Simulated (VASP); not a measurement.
Input for VASP

### INCAR
```
SYSTEM = WSi2
PREC = Accurate
ENCUT = 400
EDIFF = 1E-6
NELM = 100
ALGO = Normal
LREAL = .FALSE.
LASPH = .TRUE.
ISMEAR = 1
SIGMA = 0.1
GGA = PE
LMAXMIX = 6
LWAVE = .FALSE.
LCHARG = .FALSE.
ISIF = 2
ICHARG = 11
```

**KPOINTS**
```
Automatic mesh
0
Gamma
10 10 10
0 0 0
```

File POSCAR:
```
WSi2
1
   -1.6050000000     1.6050000000     3.9150000000
    1.6050000000    -1.6050000000     3.9150000000
    1.6050000000     1.6050000000    -3.9150000000
Si W
2 1
Direct
  0.6650000000   0.6650000000   0.0000000000
  0.3350000000   0.3350000000   0.0000000000
  0.0000000000   0.0000000000   0.0000000000
```

POTCAR, in this order: Si W_sv (PBE.64 set). Program: vasp_std.

Output of the run:

### standard output
```
 POSCAR found type information on POSCAR SiW
 POSCAR found :  2 types and       3 ions
 Reading from existing POTCAR
 Reading from existing POTCAR
 LDA part: xc-table for (Slater+PW92), standard interpolation
 WARNING: stress and forces are not correct
 POSCAR, INCAR and KPOINTS ok, starting setup
 WAVECAR not read
 WARNING: CHGCAR is incomplete

 -----------------------------------------------------------------------------
|                                                                             |
|     EEEEEEE  RRRRRR   RRRRRR   OOOOOOO  RRRRRR      ###     ###     ###     |
|     E        R     R  R     R  O     O  R     R     ###     ###     ###     |
|     E        R     R  R     R  O     O  R     R     ###     ###     ###     |
|     EEEEE    RRRRRR   RRRRRR   O     O  RRRRRR       #       #       #      |
|     E        R   R    R   R    O     O  R   R                               |
|     E        R    R   R    R   O     O  R    R      ###     ###     ###     |
|     EEEEEEE  R     R  R     R  OOOOOOO  R     R     ###     ###     ###     |
|                                                                             |
|     ICHARG>10                                                               |
|                                                                             |
|       ---->  I REFUSE TO CONTINUE WITH THIS SICK JOB ... BYE!!! <----       |
|                                                                             |
 -----------------------------------------------------------------------------
```

Question: Read the log: what went wrong, and how is it fixed?

Answer: The cause: ICHARG = 11 asks for a fixed density, but there is no CHGCAR. VASP stops with an error: ERROR: charge density could not be read from file CHGCAR for ICHARG>10 ----> I REFUSE TO CONTINUE WITH THIS SICK JOB ... BYE!!! <---- To mend it, run self-consistently first and keep its CHGCAR, or remove ICHARG. The plain static run on this cell (PBE GGA, plane waves, VASP's PBE PAW potentials (set 64)) converges, and its OSZICAR ends with
```
   1 F= -.24801803E+02 E0= -.24801686E+02  d E =-.351854E-03
```

The compound is WSi2 in the MoSi2 type structure. The cell was not relaxed at this level.
